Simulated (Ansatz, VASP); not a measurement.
**AlGaAsN: VASP beside Ansatz**

Wanted: the spread between two codes on one cell, functional and k mesh. The cell is invented: As first built, before any earlier steps moved the atoms: it takes the AlGaN2 structure with some of its atoms replaced by other elements, volume scaled by an estimate. It may not be a known or stable phase. The cell is taken from a series of runs on this material, whose earlier steps may have relaxed or scaled it; both programs get it as it stands.

Method: plane waves, with VASP 6.6.1 beside it; single point at r2SCAN, in Ansatz 0.2.0.

### Step 1. The structure

The structure is trigonal, space group P3m1 (No. 156). Conventional cell: a = 3.533 Å, b = 3.533 Å, c = 6.025 Å, α = 90.00°, β = 90.00°, γ = 120.00°. Nearest to As lie 3 Ga at 2.33 Å and 1 Al at 2.50 Å. Nearest to Ga lie 1 N at 1.99 Å and 3 As at 2.33 Å. Nearest to Al lie 3 N at 2.08 Å and 1 As at 2.50 Å. N has 1 Ga at 1.99 Å and 3 Al at 2.08 Å nearest. As first built, before any earlier steps moved the atoms: sites of the AlGaN2 structure (space group 156) filled with other elements, volume scaled by an estimate. Farther neighbours and most contacts between anions are not listed.

Coordinates:

```xyz
4
Lattice="3.5327 0.0000 0.0000 -1.7664 3.0594 0.0000 0.0000 0.0000 6.0246" Properties=species:S:1:pos:R:3 pbc="T T T"
As    0.0000    0.0000    3.8084
Ga    1.7664    1.0198    2.6752
Al    0.0000    0.0000    0.2788
N     1.7664    1.0198    0.6864
```

### Step 2. VASP: single point, r2SCAN

With cell and atoms fixed, the geometry can't cause a difference; cores, projectors, grids and the points listed under the comparison can.

Lines of VASP's logs that name or quote its potential files are left out, and so is its time.

The input, INCAR:

```
SYSTEM = AlGaAsN
PREC = Accurate
ENCUT = 680
EDIFF = 1E-06
NELM = 100
ISMEAR = -1
SIGMA = 0.05
LREAL = .FALSE.
ALGO = Normal
METAGGA = R2SCAN
LASPH = .TRUE.
NBANDS = 19
LORBIT = 11
LWAVE = .FALSE.
LCHARG = .FALSE.
KPAR = 2
ISIF = 2
```

The input, POSCAR:

```
AlGaAsN
1.0
    3.5327190379      0.0000000000      0.0000000000
   -1.7663595190      3.0594241788      0.0000000000
    0.0000000000      0.0000000000      6.0245879883
As Ga Al N
1 1 1 1
Direct
    0.0000000000      0.0000000000      0.6321345327
    0.6666666700      0.3333333300      0.4440523102
    0.0000000000      0.0000000000      0.0462720779
    0.6666666700      0.3333333300      0.1139410893
```

The input, KPOINTS:

```
Automatic mesh
0
Gamma
7 7 4
0 0 0
```

The projector-augmented-wave data sets are As_GW, Ga_d_GW, Al_GW and N_GW (PBE family, release 64).

Run with:

```console
> mpirun -np 2 vasp_std
```

Numbers of over 12 decimals in the logs are rounded to 6 here.

Log:

```text
[banner, memory and clock lines left out]
running    2 mpi-ranks, on    1 nodes
 distrk:  each k-point on    1 cores,    2 groups
 distr:  one band on    1 cores,    1 groups

 POSCAR found type information on POSCAR AsGaAlN
 POSCAR found :  4 types and       4 ions
|                                                                             |
|               ----> ADVICE to this user running VASP <----                  |
|                                                                             |
|     You enforced a specific xc type in the INCAR file but a different       |
|     [... a line on the potential file left out ...]
|     I HOPE YOU KNOW WHAT YOU ARE DOING!                                     |
|                                                                             |

 LDA part: xc-table for (None), standard interpolation
 POSCAR, INCAR and KPOINTS ok, starting setup
 FFT: planning ... GRIDC
 FFT: planning ... GRID_SOFT
 FFT: planning ... GRID
 WAVECAR not read
 entering main loop
       N       E                     dE             d eps       ncg     rms          rms(c)
DAV:   1     0.216682350262E+03    0.21668E+03   -0.15672E+04  1064   0.208E+03
DAV:   2    -0.162712226216E+02   -0.23295E+03   -0.22433E+03  1148   0.466E+02
DAV:   3    -0.491992999618E+02   -0.32928E+02   -0.32077E+02  1466   0.193E+02
DAV:   4    -0.507352692151E+02   -0.15360E+01   -0.15323E+01  1541   0.443E+01
DAV:   5    -0.507824195838E+02   -0.47150E-01   -0.47137E-01  1578   0.738E+00    0.929E+00
DAV:   6    -0.437675439290E+02    0.70149E+01   -0.10177E+01  1660   0.456E+01    0.401E+00
DAV:   7    -0.438504342398E+02   -0.82890E-01   -0.95712E-01  1339   0.166E+01    0.270E+00
DAV:   8    -0.438739147171E+02   -0.23480E-01   -0.26412E-01  1693   0.744E+00    0.650E-01
DAV:   9    -0.438717845344E+02    0.21302E-02   -0.51730E-02  1676   0.361E+00    0.204E-01
DAV:  10    -0.438727060985E+02   -0.92156E-03   -0.60770E-03  1239   0.813E-01    0.638E-02
DAV:  11    -0.438726490225E+02    0.57076E-04   -0.11439E-03  1741   0.654E-01    0.387E-02
DAV:  12    -0.438726533314E+02   -0.43089E-05   -0.19037E-04  1311   0.153E-01    0.892E-03
DAV:  13    -0.438726522123E+02    0.11190E-05   -0.17912E-05  1618   0.111E-01    0.294E-03
DAV:  14    -0.438726525272E+02   -0.31482E-06   -0.34512E-06  1190   0.199E-02
   1 F= -.43872653E+02 E0= -.43871637E+02  d E =-.203041E-02
```

From OUTCAR (step 2):

```text
ion  position               nearest neighbor table
   1  0.000  0.000  0.632-   2 2.33   2 2.33   2 2.33   3 2.50
   2  0.667  0.333  0.444-   4 1.99   1 2.33   1 2.33   1 2.33
   3  0.000  0.000  0.046-   4 2.08   4 2.08   4 2.08   1 2.50
   4  0.667  0.333  0.114-   2 1.99   3 2.08   3 2.08   3 2.08

  LATTYP: Found a hexagonal cell.
 ALAT       =     3.5327190379
 C/A-ratio  =     1.7053685628

 Subroutine GETGRP returns: Found  6 space group operations
 (whereof  6 operations were pure point group operations)

The static configuration has the point symmetry C_3v.

 Found     28 irreducible k-points:

   k-points           NKPTS =     28   k-points in BZ     NKDIM =     28   number of bands    NBANDS=     19

   dimension x,y,z NGX =    30 NGY =   30 NGZ =   54
   dimension x,y,z NGXF=    60 NGYF=   60 NGZF=  108

   ENCUT  =  680.0 eV  49.98 Ry    7.07 a.u.   7.51  7.51 12.81*2*pi/ulx,y,z

   NELECT =      26.0000    total number of electrons

 k-points in reciprocal lattice and weights: Automatic mesh
   0.00000000  0.00000000  0.00000000       0.005
   0.14285714  0.00000000  0.00000000       0.031
   0.28571429  0.00000000  0.00000000       0.031
   0.42857143  0.00000000  0.00000000       0.031
   0.14285714  0.14285714  0.00000000       0.031
   0.28571429  0.14285714  0.00000000       0.061
   0.42857143  0.14285714  0.00000000       0.031
   0.28571429  0.28571429  0.00000000       0.031
   0.00000000  0.00000000  0.25000000       0.010
[...]
0.42857143  0.14285714  0.50000000       0.031
   0.28571429  0.28571429  0.50000000       0.031

 average (electrostatic) potential at core
       1 -53.0454       2 -69.6465       3 -56.5062       4 -65.8962

 E-fermi :   6.0890

 k-point     1 :       0.0000    0.0000    0.0000
  band No.  band energies     occupation
    ...
      8      -2.4926      2.00000
      9       1.7698      2.00000
     10       1.7698      2.00000
     11       3.5383      2.00000
     12       4.9894      2.00000
     13       6.2626      0.06024
     14       6.2626      0.06024
     15       9.7642      0.00000
     16      11.1623      0.00000
     17      11.1623      0.00000
    ...

 k-point     2 :       0.1429    0.0000    0.0000
  band No.  band energies     occupation
    ...
     10       1.6049      2.00000
     11       3.4272      2.00000
     12       4.2854      2.00000
     13       5.7488      1.99779
     14       5.8951      1.95949
     15       9.8300      0.00000
     16      10.9885      0.00000
     17      11.6530      0.00000
     18      11.8109      0.00000
     19      12.5919      0.00000

 k-point     3 :       0.2857    0.0000    0.0000
  band No.  band energies     occupation
    ...
      9      -0.5105      2.00000
     10       1.2644      2.00000
     11       1.5194      2.00000
     12       3.0071      2.00000
     13       4.9078      2.00000
     14       7.0594      0.00000
     15       8.7231      0.00000
     16       9.9368      0.00000
     17      11.1495      0.00000
     18      11.6988      0.00000
    ...

  Total       -0.4787010     -0.4787009     -0.8540036      0.0000000     -0.0000000      0.0000000
  in kB      -11.7787373    -11.7787353    -21.0132931      0.0000000     -0.0000000      0.0000000
  external PRESSURE =     -14.8569219 kB  Pullay stress =       0.0000000 kB

  energy-cutoff  :      680.00
  volume of cell :       65.11
      direct lattice vectors                 reciprocal lattice vectors
     3.532719038  0.000000000  0.000000000     0.283068081  0.163429446  0.000000000
    -1.766359519  3.059424179  0.000000000     0.000000000  0.326858893  0.000000000
     0.000000000  0.000000000  6.024587988     0.000000000  0.000000000  0.165986454

 POSITION                                       TOTAL-FORCE (eV/Angst)
 -----------------------------------------------------------------------------------
      0.00000      0.00000      3.80835        -0.000000      0.000000     -0.190204
      1.76636      1.01981      2.67523         0.000000      0.000000      0.182973
      0.00000      0.00000      0.27877        -0.000000      0.000000     -0.153425
      1.76636      1.01981      0.68645         0.000000     -0.000000      0.160656
 -----------------------------------------------------------------------------------
    total drift:                               -0.000073      0.000048      0.010635

  FREE ENERGIE OF THE ION-ELECTRON SYSTEM (eV)
  ---------------------------------------------------
  free  energy   TOTEN  =       -43.8726525272 eV

  energy  without entropy=      -43.8706221220  energy(sigma->0) =      -43.87163732

 total charge
# of ion       s       p       d       tot
------------------------------------------
    1        1.178   1.717   0.043   2.938
    2        0.839   0.948  10.043  11.830
    3        0.400   0.383   0.106   0.890
    4        1.216   2.353   0.000   3.568
--------------------------------------------------
tot          3.633   5.401  10.192  19.226

[... 3 further parts left out ...]
```

The k-mesh is coarse for a metal. The PAW data sets were made with PBE, which is usual practice but a small mismatch for other functionals.

### Step 3. Ansatz: single point, r2SCAN

Ansatz runs on its default PAW (the set named soft_2) files.

The same cell, functional, mesh and smearing now go to Ansatz, which takes its cutoff from its data sets.

The input, input.yaml:

```yaml
crystal:
  lattice:
    - [3.5327190379, 0.0, 0.0]
    - [-1.766359519, 3.0594241788, 0.0]
    - [0.0, 0.0, 6.0245879883]
  atoms:
    - { symbol: As, position: [0.0, 0.0, 0.6321345327] }
    - { symbol: Ga, position: [0.66666667, 0.33333333, 0.4440523102] }
    - { symbol: Al, position: [0.0, 0.0, 0.0462720779] }
    - { symbol: "N", position: [0.66666667, 0.33333333, 0.1139410893] }
hamiltonian:
  xc: r2scan
  pseudopotentials: { kind: paw }
kpoints:
  mp_grid: { grid: [7, 7, 4] }
  band_path:
    path:
      - [0.0, 0.0, 0.0]
      - [0.13333, 0.0, 0.0]
      - [0.3, 0.0, 0.0]
      - [0.46667, 0.0, 0.0]
      - [0.46667, 0.06667, 0.0]
      - [0.41111, 0.17778, 0.0]
      - [0.35556, 0.28889, 0.0]
      - [0.28889, 0.28889, 0.0]
      - [0.17778, 0.17778, 0.0]
      - [0.06667, 0.06667, 0.0]
      - [0.0, 0.0, 0.03333]
      - [0.0, 0.0, 0.2]
      - [0.0, 0.0, 0.36667]
      - [0.0, 0.0, 0.5]
      - [0.16667, 0.0, 0.5]
      - [0.3, 0.0, 0.5]
      - [0.46667, 0.0, 0.5]
      - [0.46667, 0.06667, 0.5]
      - [0.41111, 0.17778, 0.5]
      - [0.35556, 0.28889, 0.5]
      - [0.28889, 0.28889, 0.5]
      - [0.17778, 0.17778, 0.5]
      - [0.06667, 0.06667, 0.5]
      - [0.5, 0.0, 0.46667]
      - [0.5, 0.0, 0.3]
      - [0.5, 0.0, 0.13333]
      - [0.33333, 0.33333, 0.0]
      - [0.33333, 0.33333, 0.16667]
      - [0.33333, 0.33333, 0.33333]
      - [0.33333, 0.33333, 0.5]
    npoints: 1
scf:
  occupations: { method: fermi_dirac, width: 0.05 }
  n_extra_bands: 8
output:
  forces: true
  stress: true
  eigenvalues: true
```

Run with:

```console
> ansatz run input.yaml --threads 2 --pin off --max-ram 4608MiB --backend cpu --events-out ev --progress --plain --runs-dir out
```

Log:

```text
scf.n_extra_bands = 8 over 18 filled bands (N_el = 36.0): the run solves 26 bands
Engine: ansatz 0.2.0, x86_64-unknown-linux-gnu
Pseudopotentials: kind: paw
Pseudopotential: As, paw, valence charge 15, recommended cutoff 500 eV (meta_gga), As.paw.azcp
Pseudopotential: Ga, paw, valence charge 13, recommended cutoff 500 eV (meta_gga), Ga.paw.azcp
Pseudopotential: Al, paw, valence charge 3, recommended cutoff 500 eV (meta_gga), Al.paw.azcp
Pseudopotential: N, paw, valence charge 5, recommended cutoff 500 eV (meta_gga), N.paw.azcp
Functional definition: r2SCAN
  parameter k0 = 0.174
  parameter k1 = 0.065
  parameter a1 = 4.9479
  exchange = r2scan_x(k0 = k0, k1 = k1, a1 = a1)
  correlation = r2scan_c
Crystal: 4 atoms, lattice volume = 65.114 Å³
Basis set: ecut = 500 eV, 1641 PW (Γ), exchange–correlation on 108×108×180 points (64 copies of the dense FFT grid, shifted against one another)
Bands: 26, of which v1, the nominal top of the filled ones, is band 18 counted from 1 (17 counted from 0)
Symmetry: 6 space group operations
Space group: P3m1 (ITA 156), of the structure as read, at distance tolerance 4.0e-5 Å
k-points: 28 of 196 (time reversal used)
Non-local potential: As, projectors of the file, l = 0: 2, l = 1: 2, l = 2: 3, l = 3: 1
Non-local potential: Ga, projectors of the file, l = 0: 2, l = 1: 2, l = 2: 3, l = 3: 1
Non-local potential: Al, projectors of the file, l = 0: 2, l = 1: 2, l = 2: 1
Non-local potential: N, projectors of the file, l = 0: 2, l = 1: 2, l = 2: 1
PAW form: soft (Blöchl's): semilocal exchange-correlation on the pseudo side does not see the compensation charge
PAW frozen core: As, regenerated for the run's functional (the file was generated under x = pbe(κ = 0.804, μ = 0.219515), c = pbe(β = 0.066725))
PAW frozen core: Ga, regenerated for the run's functional (the file was generated under x = pbe(κ = 0.804, μ = 0.219515), c = pbe(β = 0.066725))
PAW frozen core: Al, regenerated for the run's functional (the file was generated under x = pbe(κ = 0.804, μ = 0.219515), c = pbe(β = 0.066725))
PAW frozen core: N, regenerated for the run's functional (the file was generated under x = pbe(κ = 0.804, μ = 0.219515), c = pbe(β = 0.066725))
PAW one-centre angular grid: As, 590 points (default); XC on 160 Gauss nodes
PAW one-centre angular grid: Ga, 590 points (default); XC on 160 Gauss nodes
PAW one-centre angular grid: Al, 302 points (default); XC on 160 Gauss nodes
PAW one-centre angular grid: N, 302 points (default); XC on 160 Gauss nodes
Initial density: superposition of atomic densities (neutral atoms: chi_scale 0, normalization atom), corrected by the library's trained network
Initial wavefunctions: pseudopotential atomic-orbital guess
Functional: x = r2scan, c = r2scan; τ floored in thin density (d = 2e-4 eV/Å³)
SCF iter   1: F=—  HF=-9581.827059 eV  |F-HF|=—  |Δ(HF+E_count)|=         —  Δρ=8.84e-3  dr2=7.06e-2  dr2_τ=6.72e-2  ethr=1.77e-3  ⟨swp⟩=5.8  Hψ=3579  notcnv=0  defer=2
preconditioner: auto → Kerker (q_TF=auto, 2.472 Å⁻¹)  [metal: Δε(μ)=0.052 eV  Ē_g=16.118 eV  σ=0.050 eV  W_gap=0.24  n_scr=22 (ndim 8)  ℏωp=23.5 eV  f_vac=0.001  D(μ)=0.54/eV (n_scr^D=2)]
SCF iter   2: F=—  HF=-9581.879629 eV  |F-HF|=—  |Δ(HF+E_count)|=   5.26e-2  Δρ=4.56e-3  dr2=3.19e-2  dr2_τ=3.30e-4  ethr=1.96e-4  ⟨swp⟩=2.0  Hψ=1471  notcnv=0  defer=55
SCF iter   3: F=—  HF=-9581.874938 eV  |F-HF|=—  |Δ(HF+E_count)|=   4.69e-3  Δρ=2.81e-3  dr2=1.48e-2  dr2_τ=1.19e-4  ethr=8.86e-5  ⟨swp⟩=2.0  Hψ=807  notcnv=0  defer=55
SCF iter   4: F=—  HF=-9581.871597 eV  |F-HF|=—  |Δ(HF+E_count)|=   3.34e-3  Δρ=1.07e-3  dr2=2.15e-3  dr2_τ=7.74e-6  ethr=4.12e-5  ⟨swp⟩=2.3  Hψ=1016  notcnv=0  defer=55
SCF iter   5: F=—  HF=-9581.871405 eV  |F-HF|=—  |Δ(HF+E_count)|=   1.92e-4  Δρ=5.45e-4  dr2=6.02e-4  dr2_τ=6.39e-6  ethr=5.98e-6  ⟨swp⟩=2.1  Hψ=1168  notcnv=0  defer=55
SCF iter   6: F=—  HF=-9581.871207 eV  |F-HF|=—  |Δ(HF+E_count)|=   1.98e-4  Δρ=2.23e-4  dr2=9.44e-5  dr2_τ=1.62e-6  ethr=1.67e-6  ⟨swp⟩=2.0  Hψ=1171  notcnv=0  defer=55
SCF iter   7: F=—  HF=-9581.871199 eV  |F-HF|=—  |Δ(HF+E_count)|=   8.40e-6  Δρ=1.21e-4  dr2=1.25e-5  dr2_τ=7.15e-7  ethr=2.62e-7  ⟨swp⟩=2.0  Hψ=1027  notcnv=0  defer=55
SCF iter   8: F=—  HF=-9581.871200 eV  |F-HF|=—  |Δ(HF+E_count)|=   1.26e-6  Δρ=4.96e-5  dr2=2.12e-6  dr2_τ=1.74e-7  ethr=3.46e-8  ⟨swp⟩=2.0  Hψ=1037  notcnv=0  defer=55
SCF iter   9: F=—  HF=-9581.871200 eV  |F-HF|=—  |Δ(HF+E_count)|=   1.18e-9  Δρ=1.63e-5  dr2=2.40e-7  dr2_τ=1.41e-8  ethr=5.89e-9  ⟨swp⟩=2.0  Hψ=1034  notcnv=0  defer=55
SCF iter  10: F=-9581.871200 eV  HF=-9581.871200 eV  |F-HF|=4.02e-10  |Δ(HF+E_count)|=   8.43e-9  Δρ=3.35e-6  dr2=1.31e-8  dr2_τ=3.73e-10  ethr=2.78e-10  ⟨swp⟩=9.0  Hψ=3065  notcnv=0
SCF 1 converged in 10 iterations: F = -9581.871200 eV  dr2 = 1.31e-8
  greatest PAW one-centre occupation: 0.999 electrons in one spin orbital (limit 2), on the As atom at site 0 (counted from 0), in its partial waves of l = 2
NSCF: frozen V_eff on 30 k-points
SCF converged after 10 iterations
Free energy (F): -9581.871200 eV
Harris-Foulkes:  -9581.871200 eV  (|F-HF|=4.02e-10)
Internal energy: -9581.869113 eV  (E = F + TS)
E sigma→0 (E₀):  -9581.870157 eV
Entropy (-TS):   -0.002087 eV (-0.522 meV/atom)
Fermi energy:    9.742568 eV
--- Per-component energies (eV) ---
  E_band       = -292.078169
  E_kinetic    = 373.275457
  E_local      = -4770.238231  (includes V_loc(G=0)·N_el)
  E_nonlocal   = -189.443133
  E_hartree    = 2384.442614
  E_xc         = -234.298190
  E_vxc        = -261.745770  (∫ρ·V_xc dr)
  E_paw        = -4452.633872  (= ΣΔE_a)
  E_vpaw       = -226.736851  (= ΣTr[D̂ρ^β])
  E_aug_tail   = -0.000031  (compensation charges beyond the density's cutoff)
  E_vtau       = 13.925353  (kinetic-family band-sum trace: ∫τ·v_τ [+ j·A + Jᵃ·Aᵃ] dr)
  E_ewald      = -2690.773576
  E_core_change = -2.200150  (= ΣΔE_core)
  E_smearing   = -0.002087  (= −TS)
  E_closure    = -0.000000  (closes the sum)
  Σ components = -9581.871200   (vs F -9581.871200, Δ=0.00e0)
--- Forces (eV/Å), atoms counted from 1 ---
  atom   1  As     0.00000000     0.00000000    -0.22131049
  atom   2  Ga     0.00000000    -0.00000000     0.14866206
  atom   3  Al     0.00000000     0.00000000    -0.15406669
  atom   4  N      0.00000000     0.00000000     0.22678416
  max |Σ_I F_I| component: 6.90e-5 eV/Å
--- Stress (GPa, compression-positive) ---
       -1.221051       0.000000      -0.000000
        0.000000      -1.221051      -0.000000
        0.000000      -0.000000      -2.508701
  P = ⅓ Tr σ = -1.6503 GPa (-16.503 kbar)
--- Band table (eV; the first three rows and the last of 28) ---
  k-point 0: bands = [... 14 lower, 5.4302, 7.1930, 8.6490, 9.9120, 9.9120, 13.4550, 14.8353, 14.8353, ... 4 higher]
  k-point 1: bands = [... 14 lower, 5.4449, 5.6767, 9.8188, 9.8626, 9.8626, 13.5760, 14.2964, 14.9247, ... 4 higher]
  k-point 2: bands = [... 14 lower, 5.4598, 5.4598, 9.8133, 9.8133, 10.6439, 13.1010, 14.2319, 15.1195, ... 4 higher]
  k-point 27: bands = [... 14 lower, 3.4424, 4.9409, 5.6584, 6.7001, 11.3590, 12.1848, 12.7936, 14.9938, ... 4 higher]
```

### Step 4. Differences

Known differences besides the PAW data sets themselves: VASP keeps PBE cores, Ansatz makes them for the functional; the data sets hold 36 valence electrons in Ansatz (default PAW (the set named soft_2) files) and 26 in VASP; the cutoff is 500 eV in Ansatz and 680 eV in VASP. Total energies have different zeros and are not compared.

Compared:

| quantity | Ansatz | VASP | difference |
| --- | --- | --- | --- |
| pressure (GPa) | -1.65 | -1.49 | -0.16 |

Forces (eV/Å; atoms numbered as in POSCAR):

| atom | Ansatz x, y, z | VASP x, y, z |
| --- | --- | --- |
| As1 | 0.000, 0.000, -0.221 | 0.000, 0.000, -0.190 |
| Ga2 | 0.000, 0.000, 0.149 | 0.000, 0.000, 0.183 |
| Al3 | 0.000, 0.000, -0.154 | 0.000, 0.000, -0.153 |
| N4 | 0.000, 0.000, 0.227 | 0.000, 0.000, 0.161 |

The forces differ by 23 meV/Å r.m.s., which is 23.4 % of the r.m.s. force of 0.10 eV/Å (both taken over all components). Ansatz's pressure holds a Pulay correction of 0.04 GPa; VASP's holds none.

### Step 5. What moves the difference

The difference is large enough to ask for its cause, so further runs change the set-up of one program at a time, as the table lists.

| run | r.m.s. force difference (meV/Å) |
| --- | --- |
| as above | 23 |
| VASP with the data sets As, Ga_h, Al and N_h and a cutoff of 1210 eV | 17 |

### Step 6. Summary of results

- r.m.s. force difference (single point, r2SCAN): 23 meV/Å

In words: The r.m.s. force difference is 23 meV/Å (single point, r2SCAN), beyond the 12 meV/Å picked in this series as the mark of a large difference. For single point, r2SCAN: no further run halves the r.m.s. force difference. Differences of this kind measure data sets and numerical settings, not the functional's error against experiment.

[Lines on the potential files, build, host, timing and source positions are cut from VASP's logs without a mark.]

[Logs are printed without paths, hosts, clocks, repeated set-up lines and the standing remarks that a program may print on its own settings, such as how far it seeks lower states.]

[Hosts, paths, dates, database ids (printed as entryN), source tags and the programs' standing remarks are cut or masked in the printed files.]
